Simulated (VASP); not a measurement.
Take Ag$_{2}$O (cuprite), without spin-orbit terms, in VASP with PAW potentials, and its band gap.

**Question.** One run gives 0.11 eV. Which level is it?
A. PBEsol (own cell)
B. PBE (own cell)
C. LDA (own cell)

**Answer.** C, LDA (own cell).  The others give 0 (metallic) (PBEsol (own cell)), 0 (metallic) (PBE (own cell)).

Only levels that ran to the end are used. Left out are those held back, those with too coarse a band path, GW runs whose mesh misses a band edge, hybrids' fits of cells that aren't cubic and levels without matching references; a question may draw on a part of the rest.

The compound is Ag2O in the cuprite structure.
